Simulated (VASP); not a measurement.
An input for Quantum ESPRESSO's pw.x (written as the equivalent of a VASP run, and not itself run):

```
&CONTROL
  calculation = 'scf'
  pseudo_dir = './pseudo'
  outdir = './out'
  tprnfor = .true.
  tstress = .true.
/
&SYSTEM
  ibrav = 0
  nat = 2
  ntyp = 2
  ecutwfc = 82
  occupations = 'tetrahedra'
  input_dft = 'vdw-df2-b86r'
/
&ELECTRONS
  conv_thr = 7.3e-09
  electron_maxstep = 100
/
ATOMIC_SPECIES
  Zr 91.224 Zr.upf
  C 12.011 C.upf
CELL_PARAMETERS angstrom
     0.0000000    2.3483000    2.3483000
     2.3483000    0.0000000    2.3483000
     2.3483000    2.3483000   -0.0000000
ATOMIC_POSITIONS crystal
  Zr   0.0000000  0.0000000  0.0000000
  C    0.5000000  0.5000000  0.5000000
K_POINTS automatic
  15 15 15 0 0 0
```

Translate this input to VASP (INCAR, KPOINTS, POSCAR, choice of POTCAR).

This is not unique; one that fits is 
POSCAR:
```
ZrC
1
    0.0000000000     2.3482999698     2.3482999698
    2.3482999698     0.0000000000     2.3482999698
    2.3482999698     2.3482999698    -0.0000000000
Zr C
1 1
Direct
  0.0000000000   0.0000000000   0.0000000000
  0.5000000000   0.5000000000   0.5000000000
```

File KPOINTS:
```
Automatic
0
Gamma
15 15 15
```

### INCAR
```
SYSTEM = ZrC
PREC = Accurate; ENCUT = 520; LREAL = F
LASPH = T
EDIFF = 1E-7; NELM = 100; ALGO = Normal
LMAXMIX = 4
ISMEAR = -5
GGA = MK; LUSE_VDW = T; AGGAC = 0.0
PARAM1 = 0.1234568; PARAM2 = 0.7114; ZAB_VDW = -1.8867
ISIF = 2
LWAVE = F; LCHARG = T; LORBIT = 11
NEDOS = 601
```

POTCAR, in this order: Zr_sv C (PBE.64 set). Program: vasp_std.

Limits of the translation: the potentials are each code's own (VASP's PAW set, PseudoDojo norm-conserving files in pw.x), so ENCUT and ecutwfc are chosen apart and not converted; conv_thr bounds pw.x's estimated SCF error, while EDIFF bounds the energy change between steps.

The compound is ZrC in the rock salt structure. It was relaxed first.
